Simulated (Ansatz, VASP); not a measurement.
# Na2PC2N: VASP beside Ansatz

One calculation is typed for both programs; each brings its own data sets. How far apart do they land? The cell is generated by rule, not measured, and may not be a known phase. The cell is taken from a series of runs on this material, whose earlier steps may have relaxed, scaled, displaced or heated it; both programs get it as it stands.

Main program and level: Ansatz 0.2.0; plane waves, with VASP 6.6.1 beside it; relaxation of cell and atoms at PBEsol.

The structure was built from a prototype and need not be the compound's stable phase.

**1. The structure**

Symmetry: Pmm2, No. 25, orthorhombic system. Conventional cell: a = 3.953 Å, b = 5.434 Å, c = 5.384 Å, α = 90.00°, β = 90.00°, γ = 90.00°. Nearest to Na lie 4 C at 2.73 to 2.77 Å and 2 N at 3.01 Å and 2 P at 3.02 Å. Nearest to Na lie 4 C at 2.48 to 2.72 Å and 2 N at 3.04 Å and 2 P at 3.04 Å. C has 1 P at 1.58 Å and 4 Na at 2.48 to 2.73 Å nearest. Nearest to C lie 1 N at 1.18 Å and 4 Na at 2.72 to 2.77 Å. Nearest to N lie 1 C at 1.18 Å and 4 Na at 3.01 to 3.04 Å. Nearest to P lie 1 C at 1.58 Å and 4 Na at 3.02 to 3.04 Å. Farther neighbours and most contacts between anions are not listed.

**2. Ansatz: relaxation of cell and atoms, PBEsol**

Ansatz runs on its default PAW (the set named soft_2) files.

The relaxed volume is the usual yardstick between codes: in a stiff, nearly cubic crystal its relative difference is about their pressure difference at one cell divided by the bulk modulus.

input.yaml

```yaml
crystal:
  lattice:
    - [3.9526570505, 0.0, 0.0]
    - [0.0, 5.4341969384, 0.0]
    - [0.0, 0.0, 5.3844406021]
  atoms:
    - { symbol: Na, position: [0.0, 0.0, 0.1778382264] }
    - { symbol: Na, position: [0.5, 0.5, 0.8514734279] }
    - { symbol: C, position: [0.0, 0.5, 0.1295670756] }
    - { symbol: C, position: [0.5, 0.0, 0.8183091635] }
    - { symbol: "N", position: [0.5, 0.0, 0.5997422896] }
    - { symbol: P, position: [0.0, 0.5, 0.423069817] }
kpoints:
  mp_grid: { grid: [6, 4, 4] }
hamiltonian:
  xc: pbesol
scf:
  occupations: { method: fixed }
output:
  forces: true
  stress: true
  eigenvalues: true
relax:
  adjacent_minimum: "off"
  f_tol: 0.001
  max_steps: 60
  cell: { stress_tol: 0.01 }
```

Launch:

```
$ ansatz run input.yaml --threads 8 --pin off --max-ram 14336MiB --backend cpu --events-out ev --progress --plain --runs-dir out
```

Numbers of over 12 decimals in the logs are rounded to 6 here.

The log of the run:

```text
Engine: ansatz 0.2.0, aarch64-unknown-linux-gnu
Pseudopotentials: kind: paw
Pseudopotential: Na, paw, valence charge 9, recommended cutoff 420 eV (normal), Na.paw.azcp
Pseudopotential: C, paw, valence charge 4, recommended cutoff 420 eV (normal), C.paw.azcp
Pseudopotential: N, paw, valence charge 5, recommended cutoff 420 eV (normal), N.paw.azcp
Pseudopotential: P, paw, valence charge 5, recommended cutoff 420 eV (normal), P.paw.azcp
Functional definition: PBEsol
  exchange = pbesol_x
  correlation = pbesol_c
Crystal: 6 atoms, lattice volume = 115.655 Å³
Basis set: ecut = 420 eV, 2259 PW (Γ), exchange–correlation on 54×80×72 points (8 copies of the dense FFT grid, shifted against one another)
Bands: 24, of which v1, the nominal top of the filled ones, is band 18 counted from 1 (17 counted from 0)
Symmetry: 4 space group operations
Space group: Pmm2 (ITA 25), of the structure as read, at distance tolerance 4.9e-5 Å
k-points: 36 of 96 (time reversal used)
Non-local potential: Na, projectors of the file, l = 0: 3, l = 1: 2, l = 2: 1
Non-local potential: C, projectors of the file, l = 0: 2, l = 1: 2, l = 2: 1
Non-local potential: N, projectors of the file, l = 0: 2, l = 1: 2, l = 2: 1
Non-local potential: P, projectors of the file, l = 0: 2, l = 1: 2, l = 2: 2
PAW form: soft (Blöchl's): semilocal exchange-correlation on the pseudo side does not see the compensation charge
PAW frozen core: Na, regenerated for the run's functional, and the local potential with it (the file was generated under x = pbe(κ = 0.804, μ = 0.219515), c = pbe(β = 0.066725))
PAW frozen core: C, regenerated for the run's functional, and the local potential with it (the file was generated under x = pbe(κ = 0.804, μ = 0.219515), c = pbe(β = 0.066725))
PAW frozen core: N, regenerated for the run's functional, and the local potential with it (the file was generated under x = pbe(κ = 0.804, μ = 0.219515), c = pbe(β = 0.066725))
PAW frozen core: P, regenerated for the run's functional, and the local potential with it (the file was generated under x = pbe(κ = 0.804, μ = 0.219515), c = pbe(β = 0.066725))
PAW one-centre angular grid: Na, 110 points (default); XC on 64 Gauss nodes
PAW one-centre angular grid: C, 110 points (default); XC on 64 Gauss nodes
PAW one-centre angular grid: N, 110 points (default); XC on 64 Gauss nodes
PAW one-centre angular grid: P, 110 points (default); XC on 64 Gauss nodes
Initial density: superposition of atomic densities (neutral atoms: chi_scale 0, normalization atom), corrected by the library's trained network
Initial wavefunctions: pseudopotential atomic-orbital guess
Functional: x = pbesol(κ = 0.804, μ = 0.123457), c = pbesol(β = 0.046)
SCF iter   1: F=—  HF=-4561.498135 eV  |F-HF|=—  |Δ(HF+E_count)|=         —  Δρ=5.90e-3  dr2=5.77e-2  ethr=1.77e-3  ⟨swp⟩=5.0  Hψ=3516  notcnv=0  defer=126
preconditioner: auto → Resta (q_TF=auto, 2.246 Å⁻¹)  ε∞=3.9  [insulator: Δε(μ)=2.173 eV  Ē_g=8.573 eV  n_scr=18 (ndim 8)  ℏωp=14.6 eV  f_vac=0.043  ε∞_Penn≈3.9]
SCF iter   2: F=—  HF=-4561.491396 eV  |F-HF|=—  |Δ(HF+E_count)|=   6.74e-3  Δρ=2.50e-3  dr2=1.17e-2  ethr=1.60e-4  ⟨swp⟩=2.7  Hψ=1458  notcnv=0  defer=144
SCF iter   3: F=—  HF=-4561.491267 eV  |F-HF|=—  |Δ(HF+E_count)|=   1.29e-4  Δρ=1.15e-3  dr2=2.60e-3  ethr=3.25e-5  ⟨swp⟩=2.4  Hψ=1196  notcnv=0  defer=144
SCF iter   4: F=—  HF=-4561.491791 eV  |F-HF|=—  |Δ(HF+E_count)|=   5.24e-4  Δρ=5.99e-4  dr2=6.49e-4  ethr=7.22e-6  ⟨swp⟩=2.3  Hψ=1040  notcnv=0  defer=144
SCF iter   5: F=—  HF=-4561.491999 eV  |F-HF|=—  |Δ(HF+E_count)|=   2.08e-4  Δρ=3.18e-4  dr2=1.94e-4  ethr=1.80e-6  ⟨swp⟩=2.0  Hψ=1205  notcnv=0  defer=144
SCF iter   6: F=—  HF=-4561.491995 eV  |F-HF|=—  |Δ(HF+E_count)|=   3.51e-6  Δρ=6.82e-5  dr2=1.00e-5  ethr=5.40e-7  ⟨swp⟩=2.0  Hψ=988  notcnv=0  defer=110
SCF iter   7: F=—  HF=-4561.491999 eV  |F-HF|=—  |Δ(HF+E_count)|=   3.68e-6  Δρ=1.75e-5  dr2=6.29e-7  ethr=2.78e-8  ⟨swp⟩=2.1  Hψ=1312  notcnv=0  defer=92
SCF iter   8: F=-4561.491999 eV  HF=-4561.491999 eV  |F-HF|=6.79e-9  |Δ(HF+E_count)|=   3.29e-7  Δρ=5.81e-6  dr2=4.58e-8  ethr=2.78e-10  ⟨swp⟩=11.9  Hψ=4968  notcnv=0
SCF 1 converged in 8 iterations: F = -4561.491999 eV  dr2 = 4.58e-8
  greatest PAW one-centre occupation: 0.999 electrons in one spin orbital (limit 2), on the Na atom at site 1 (counted from 0), in its partial waves of l = 0
relax step   1: F+E_penalty+E_count = -4561.49199909 eV  Δ(F+E_penalty+E_count) = +0.000e0 eV  max|allowed force component| = 3.325e-3 eV/Å  Δτ_max = 0.0000 Å  P = +0.021 GPa  Ω = 115.655 Å³  (8 SCF iters, dr2 threshold 1.00e-7 eV, accepted)
[...]
relax step   3: F+E_penalty+E_count = -4561.49186136 eV  Δ(F+E_penalty+E_count) = +7.816e-6 eV  max|allowed force component| = 1.308e-3 eV/Å  Δτ_max = 0.0017 Å  P = -0.002 GPa  Ω = 115.802 Å³  energy of the carried Pulay correction = -1.607e-4 eV  (6 SCF iters, dr2 threshold 9.88e-10 eV, accepted)
[...]
relax step   4: F+E_penalty+E_count = -4561.49186151 eV  Δ(F+E_penalty+E_count) = -1.482e-7 eV  max|allowed force component| = 7.440e-4 eV/Å  Δτ_max = 0.0033 Å  P = +0.001 GPa  Ω = 115.806 Å³  energy of the carried Pulay correction = -1.649e-4 eV  (8 SCF iters, dr2 threshold 1.07e-10 eV, accepted)
[...]
relax step   5: F+E_penalty+E_count = -4561.49200346 eV  Δ(F+E_penalty+E_count) = -1.420e-4 eV  max|allowed force component| = 7.840e-4 eV/Å  Δτ_max = 0.0000 Å  P = +0.003 GPa  Ω = 115.806 Å³  stress off target by 5.28e-3 GPa  SCF on the basis re-selected at this cell (its energy is not comparable with the rows above)  (7 SCF iters)
basis re-selected at this cell: Δ(F+E_penalty+E_count) = -1.420e-4 eV, ΔP = +0.002 GPa vs the last step (what re-selecting the basis moved, of the pressure what is left beyond the Pulay correction that the steps carried, after the strain that the cell walked since its last selection, with what the two solves' SCF thresholds leave and, on support functions, any second-order correction that the steps lacked; it is no measure of the basis error at this ecutwfc). The dense FFT grid was sized anew with the basis: this SCF ran on 27×40×40 points, the steps before it on 27×40×36, so part of this shift can come from that change (see relax.cell in the input reference). [rest of the remark cut]
SCF converged after 7 iterations
Free energy (F): -4561.492003 eV
Harris-Foulkes:  -4561.492003 eV  (|F-HF|=9.09e-13)
Internal energy: -4561.492003 eV  (E = F + TS)
E sigma→0 (E₀):  -4561.492003 eV
Fermi energy:    1.159124 eV
--- Per-component energies (eV) ---
  E_band       = -514.015775
  E_kinetic    = 605.691920
  E_local      = -3436.896160  (includes V_loc(G=0)·N_el)
  E_nonlocal   = 371.111647
  E_hartree    = 1204.291317
  E_xc         = -286.115352
  E_vxc        = -345.517406  (∫ρ·V_xc dr)
  E_paw        = -1373.254997  (= ΣΔE_a)
  E_vpaw       = -116.988446  (= ΣTr[D̂ρ^β])
  E_aug_tail   = 0.000045  (compensation charges beyond the density's cutoff)
  E_ewald      = -1646.546206
  E_core_change = 0.225783  (= ΣΔE_core)
  E_smearing   = -0.000000  (= −TS)
  E_closure    = -0.000000  (closes the sum)
  Σ components = -4561.492003   (vs F -4561.492003, Δ=0.00e0)
--- Forces (eV/Å), atoms counted from 1 ---
  atom   1  Na     0.00000000    -0.00000000     0.00018762
  atom   2  Na     0.00000000     0.00000000    -0.00052938
  atom   3  C      0.00000000    -0.00000000     0.00078383
  atom   4  C      0.00000000    -0.00000000    -0.00048798
  atom   5  N      0.00000000    -0.00000000     0.00022340
  atom   6  P      0.00000000     0.00000000    -0.00017833
  max |Σ_I F_I| component: 8.44e-7 eV/Å
--- Stress (GPa, compression-positive) ---
        0.005283      -0.000000       0.000000
       -0.000000       0.000211      -0.000000
        0.000000      -0.000000       0.003858
  P = ⅓ Tr σ = 0.0031 GPa (0.031 kbar)
--- Band table (eV; the first three rows and the last of 36) ---
  k-point 0: bands = [... 14 lower, -1.1235, 0.0529, 0.2642, 0.7556, 4.3163, 5.3315, 6.8275, 6.9602, ... 2 higher]
  k-point 1: bands = [... 14 lower, -0.6934, -0.0716, 0.6222, 0.7448, 4.3781, 5.2825, 6.5913, 6.6898, ... 2 higher]
  k-point 2: bands = [... 14 lower, -0.3201, -0.2056, 0.7337, 1.0379, 4.4552, 5.2360, 6.3862, 6.4307, ... 2 higher]
  k-point 35: bands = [... 14 lower, -0.6249, -0.2243, -0.1897, 1.1591, 3.5532, 4.5027, 5.7889, 6.4409, ... 2 higher]
--- Relaxed structure (4 steps of the walk, 4 accepted, 1 SCFs on fresh bases) ---
  F+E_penalty+E_count = -4561.49200346 eV   max|allowed force component| = 7.840e-4 eV/Å   (the final SCF, on the basis selected at the relaxed cell)
  cell:  # Å, volume = 115.8063 Å³
    - [3.955857, 0.0, 0.0]
    - [0.0, 5.430641, 0.0]
    - [0.0, 0.0, 5.390643]
  atoms:
    - { symbol: Na, position: [0.0, 0.0, 0.176697] }
    - { symbol: Na, position: [0.5, 0.500000, 0.851813] }
    - { symbol: C, position: [0.0, 0.500000, 0.129532] }
    - { symbol: C, position: [0.5, 0.0, 0.818778] }
    - { symbol: N, position: [0.5, 0.0, 0.600465] }
    - { symbol: P, position: [0.0, 0.500000, 0.422716] }
```

The column dr2 measures how far the density is from self-consistency, as an energy; F and HF (Harris–Foulkes) agree once it is small.

(Part 1 of 2 ends here.)

[Lines on the potential files, build, host, timing and source positions are cut from VASP's logs without a mark.]

[Logs are printed without paths, hosts, clocks, repeated set-up lines and the standing remarks that a program may print on its own settings, such as how far it seeks lower states.]

[Hosts, paths, dates, database ids (printed as entryN), source tags and the programs' standing remarks are cut or masked in the printed files.]
